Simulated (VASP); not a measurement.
A run of VASP 6.6.1 is set up as follows.

Contents of INCAR:

```
  ALGO = Normal
  EDIFF = 1E-7
  EDIFFG = -0.005
  ENCUT = 600
  GGA = PS
  IBRION = 2
  ISIF = 3
  ISMEAR = 0
  LASPH = True
  LCHARG = False
  LREAL = False
  LWAVE = False
  NELM = 80
  NSW = 90
  PREC = Accurate
  SIGMA = 0.03
```

KPOINTS

```
k-points
0
Gamma
  7 7 7
```

Contents of POSCAR:

```
Bi2Te3                                  
1.0
    2.1913939443      1.2652018836     10.0838518283
   -2.1913939443      1.2652018836     10.0838518283
    0.0000000000     -2.5304037673     10.0838518283
  Bi              Te            
     2     3
Direct
     0.3999745826303973    0.3999745826303973    0.3999745826303973
     0.6000254173696027    0.6000254173696027    0.6000254173696028
     0.0000000000000000    0.0000000000000000    0.0000000000000000
     0.2096369417028061    0.2096369417028061    0.2096369417028061
     0.7903630582971940    0.7903630582971940    0.7903630582971940
```

Potentials or basis: VASP PAW PBE potentials, release 64 (Bi_d, Te).

The run is started by

```bash
$ cat potpaw_PBE.64/Bi_d/POTCAR potpaw_PBE.64/Te/POTCAR > POTCAR
$ mpirun -np 1 vasp_std > vasp.out
```

(1) Predict the band gap on the k mesh.

Answers

(1) 0.20 eV, direct.

Caveat: the relaxation stopped at its first step, so nothing moved; spin-orbit coupling is left out, which as a rule narrows the gap of such compounds by several tenths of an eV; an odd mesh through Γ misses points on the zone boundary, where band edges often lie.
